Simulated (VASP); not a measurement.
Consider the following.

```
CELL_PARAMETERS angstrom
      1.35500    -2.34693     0.00000
      1.35500     2.34693     0.00000
      0.00000     0.00000     4.28000
ATOMIC_POSITIONS crystal
  Ru 0.33333 0.66667 0.25000
  Ru 0.66667 0.33333 0.75000
```

These are SCAN meta-GGA, VASP's PBE PAW potentials (set 64) (plane waves; VASP 6.6.1) values and carry that method's errors. Run with 520 eV cut-off, 14×14×8 Γ-centred mesh, first-order Methfessel-Paxton smearing of 0.10 eV, potentials Ru_pv.

Question: The ions, cell shape and volume are relaxed. What does this cell relax into?

Answer: 
```
CELL_PARAMETERS angstrom
      1.34879    -2.33617     0.00000
      1.34879     2.33617     0.00000
      0.00000     0.00000     4.24536
ATOMIC_POSITIONS crystal
  Ru 0.33333 0.66667 0.25000
  Ru 0.66667 0.33333 0.75000
```
Space group P6_3/mmc (194), at a tolerance of 0.03 Å.

Question: How do energy and volume change from the first to the last step?

Answer: The energy (σ→0) changes by -5.6 meV/atom and the volume by -1.7 %, in 10 ionic steps.

The compound is Ru in the hcp structure. This run relaxes it. Symmetry was kept, so distortions that lower it aren't found.
